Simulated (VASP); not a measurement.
```xyz
1
Lattice="-1.6354 1.6354 2.5662 1.6354 -1.6354 2.5662 1.6354 1.6354 -2.5662" Properties=species:S:1:pos:R:3 pbc="T T T"
In     0.0000     0.0000     0.0000
```

Level of theory: PBE GGA, VASP's PBE PAW potentials (set 64) (plane waves; VASP). Numerical set-up: 500 eV cut-off, 16×16×16 Γ-centred mesh, first-order Methfessel-Paxton smearing of 0.10 eV, potentials In_d.

Unless said otherwise, spin-orbit coupling is left out, though it shifts the bands of the heavy elements here.

Question: What does the run give for the energy per atom (σ→0), band gap (on the k-mesh) with the smallest direct gap where there is one?

Answer: 
- band gap (on the k-mesh): none (metal, semimetal or under 0.01 eV)
- energy per atom (σ→0): -2.561 eV/atom

Total energies compare only between runs with the same potentials, cut-off and functional.

The compound is In in the bct structure. It was relaxed first, which changed the volume by +5 %.
